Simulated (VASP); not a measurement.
Method: PBE GGA, VASP's PBE PAW potentials (set 64) (plane waves; VASP).

The input files of a VASP run:

**INCAR**
```
EDIFF  =  1E-6   ! SCF stop (eV)
ENCUT  =  600   ! plane-wave cut-off (eV)
SYSTEM  =  Pt3Ti
NELM  =  100   ! most electronic steps
GGA  =  PE
LREAL  =  .FALSE.
LCHARG  =  .FALSE.
PREC  =  Accurate
ISIF  =  2
LMAXMIX  =  6   ! l cut-off of mixed one-centre charges
ALGO  =  Normal
LASPH  =  .TRUE.   ! aspherical one-centre terms
SIGMA  =  0.1
ISMEAR  =  1
LWAVE  =  .FALSE.
```

### KPOINTS
```
Automatic mesh
0
Gamma
7 7 7
0 0 0
```

File POSCAR:
```
Pt3Ti
1
    3.9984000000     0.0000000000     0.0000000000
    0.0000000000     3.9984000000     0.0000000000
    0.0000000000     0.0000000000     3.9984000000
Ti Pt
1 3
Direct
  0.0000000000   0.0000000000   0.0000000000
  0.0000000000   0.5000000000   0.5000000000
  0.5000000000   0.0000000000   0.5000000000
  0.5000000000   0.5000000000   0.0000000000
```

POTCAR, in this order: Ti_sv Pt (PBE.64 set). Program: vasp_std.

Output

File OUTCAR:
```
 ion  position               nearest neighbor table
   1  0.000  0.000  0.000-   2 2.83   3 2.83   4 2.83   2 2.83   3 2.83   2 2.83   4 2.83   2 2.83
                             3 2.83   4 2.83   3 2.83   4 2.83
   2  0.000  0.500  0.500-   1 2.83   3 2.83   4 2.83   1 2.83   4 2.83   1 2.83   3 2.83   1 2.83
                             3 2.83   4 2.83   4 2.83   3 2.83
   3  0.500  0.000  0.500-   1 2.83   2 2.83   4 2.83   1 2.83   4 2.83   2 2.83   4 2.83   4 2.83
                             1 2.83   2 2.83   1 2.83   2 2.83
   4  0.500  0.500  0.000-   1 2.83   2 2.83   3 2.83   2 2.83   3 2.83   1 2.83   3 2.83   3 2.83
                             1 2.83   2 2.83   2 2.83   1 2.83
  LATTYP: Found a simple cubic cell.
 ALAT       =     3.9984000000
 Subroutine PRICEL returns:
 Original cell was already a primitive cell.
 Subroutine GETGRP returns: Found 48 space group operations
The static configuration has the point symmetry O_h .
The dynamic configuration has the point symmetry O_h .
 Subroutine INISYM returns: Found 48 space group operations
 Subroutine IBZKPT returns following result:
 Found     20 irreducible k-points:

 Following reciprocal coordinates:
            Coordinates               Weight
  0.000000  0.000000  0.000000      1.000000
  0.142857  0.000000  0.000000      6.000000
  0.285714  0.000000  0.000000      6.000000
  0.428571  0.000000  0.000000      6.000000
  0.142857  0.142857  0.000000     12.000000
  0.285714  0.142857  0.000000     24.000000
  0.428571  0.142857  0.000000     24.000000
  0.285714  0.285714  0.000000     12.000000
  0.428571  0.285714  0.000000     24.000000
  0.428571  0.428571  0.000000     12.000000
  0.142857  0.142857  0.142857      8.000000
  0.285714  0.142857  0.142857     24.000000
  0.428571  0.142857  0.142857     24.000000
  0.285714  0.285714  0.142857     24.000000
  0.428571  0.285714  0.142857     48.000000
  0.428571  0.428571  0.142857     24.000000
  0.285714  0.285714  0.285714      8.000000
  0.428571  0.285714  0.285714     24.000000
...
```

### OSZICAR
```
       N       E                     dE             d eps       ncg     rms          rms(c)
DAV:   1     0.397672579037E+03    0.39767E+03   -0.23182E+04  1000   0.198E+03
DAV:   2     0.423442915910E+01   -0.39344E+03   -0.38547E+03  1073   0.469E+02
DAV:   3    -0.315810170335E+02   -0.35815E+02   -0.34110E+02  1535   0.115E+02
DAV:   4    -0.328455989047E+02   -0.12646E+01   -0.12570E+01  1245   0.224E+01
DAV:   5    -0.328807247066E+02   -0.35126E-01   -0.35108E-01  1453   0.383E+00    0.189E+01
DAV:   6    -0.312611547134E+02    0.16196E+01   -0.27945E+01  1453   0.344E+01    0.162E+01
DAV:   7    -0.303822629926E+02    0.87889E+00   -0.38508E+01  1489   0.358E+01    0.924E+00
DAV:   8    -0.296659981563E+02    0.71626E+00   -0.17326E+00  1421   0.941E+00    0.460E+00
DAV:   9    -0.295343449953E+02    0.13165E+00   -0.23554E+00  1523   0.808E+00    0.244E+00
DAV:  10    -0.294808930068E+02    0.53452E-01   -0.32297E-01  1481   0.376E+00    0.414E-01
DAV:  11    -0.294842114890E+02   -0.33185E-02   -0.68689E-03  1346   0.582E-01    0.567E-01
DAV:  12    -0.294810478322E+02    0.31637E-02   -0.22368E-02  1558   0.860E-01    0.949E-02
DAV:  13    -0.294809867314E+02    0.61101E-04   -0.45161E-04  1305   0.152E-01    0.259E-02
DAV:  14    -0.294809884306E+02   -0.16992E-05   -0.16821E-05  1320   0.293E-02    0.235E-02
DAV:  15    -0.294809843680E+02    0.40626E-05   -0.31530E-05  1478   0.354E-02    0.274E-03
DAV:  16    -0.294809846249E+02   -0.25684E-06   -0.40605E-07   637   0.528E-03
   1 F= -.29480985E+02 E0= -.29481402E+02  d E =0.125355E-02
```

**OUTCAR**
```
------------------------ aborting loop because EDIFF is reached ----------------------------------------
  FORCE on cell =-STRESS in cart. coord.  units (eV):
  Direction    XX          YY          ZZ          XY          YZ          ZX
  --------------------------------------------------------------------------------------
  Total       -3.3412796     -3.3412796     -3.3412796      0.0000000      0.0000000     -0.0000000
  in kB      -83.7461182    -83.7461182    -83.7461182      0.0000000      0.0000000     -0.0000000
  external PRESSURE =     -83.7461182 kB  Pullay stress =       0.0000000 kB
  volume of cell :       63.92
      direct lattice vectors                 reciprocal lattice vectors
     3.998400000  0.000000000  0.000000000     0.250100040  0.000000000  0.000000000
     0.000000000  3.998400000  0.000000000     0.000000000  0.250100040  0.000000000
     0.000000000  0.000000000  3.998400000     0.000000000  0.000000000  0.250100040
 POSITION                                       TOTAL-FORCE (eV/Angst)
 -----------------------------------------------------------------------------------
      0.00000      0.00000      0.00000         0.000000      0.000000      0.000000
      0.00000      1.99920      1.99920         0.000000      0.000000      0.000000
      1.99920      0.00000      1.99920         0.000000      0.000000      0.000000
      1.99920      1.99920      0.00000         0.000000      0.000000      0.000000
 -----------------------------------------------------------------------------------
    total drift:                                0.000000     -0.000000     -0.000000
  FREE ENERGIE OF THE ION-ELECTRON SYSTEM (eV)
  ---------------------------------------------------
  free  energy   TOTEN  =       -29.4809846249 eV

  energy  without entropy=      -29.4822381722  energy(sigma->0) =      -29.48140247
```
(Selected blocks of OUTCAR.)

### OUTCAR
```
 val. band max:       10.5085912978   @ k =   0.4286   0.0000   0.0000

 cond. band min:      10.6149707090   @ k =   0.4286   0.1429   0.1429


 Fermi energy:        10.5409375281

 k-point     1 :       0.0000    0.0000    0.0000
  band No.  band energies     occupation
      1     -47.7600      2.00000
      2     -23.9558      2.00000
      3     -23.9558      2.00000
      4     -23.9558      2.00000
      5       1.0432      2.00000
      6       3.8848      2.00000
      7       4.1870      2.00000
      8       4.1870      2.00000
      9       4.4912      2.00000
     10       4.4912      2.00000
     11       4.4912      2.00000
     12       7.2637      2.00000
     13       7.2637      2.00000
     14       7.2637      2.00000
     15       8.9810      2.00000
     16       8.9810      2.00000
     17       9.9872      2.00000
     18      10.5057      1.55760
     19      10.5057      1.55759
     20      10.5057      1.55759
     21      11.7529     -0.00000
     22      11.7529     -0.00000
     23      12.1542     -0.00000
     24      12.1542     -0.00000
     25      12.1542     -0.00000

 k-point     2 :       0.1429    0.0000    0.0000
  band No.  band energies     occupation
      1     -47.7598      2.00000
      2     -23.9593      2.00000
      3     -23.9563      2.00000
      4     -23.9563      2.00000
      5       1.2936      2.00000
      6       4.0358      2.00000
      7       4.2667      2.00000
      8       4.3921      2.00000
      9       4.5809      2.00000
     10       4.6382      2.00000
     11       4.6382      2.00000
     12       7.1216      2.00000
     13       7.3326      2.00000
     14       7.3326      2.00000
     15       8.7797      2.00000
     16       9.0099      2.00000
     17       9.6461      2.00000
     18       9.6461      2.00000
     19       9.7749      2.00000
     20      10.5063      1.54960
     21      10.8362     -0.00024
     22      11.5574     -0.00000
     23      11.5574     -0.00000
...
```

Unless said otherwise, spin-orbit coupling is left out, though it shifts the bands of the heavy elements here.

The compound is Pt3Ti in the L1_2 structure. The cell was not relaxed at this level. The run is one of a series of settings (ENCUT = 600 against the base run), some of them coarse on purpose.
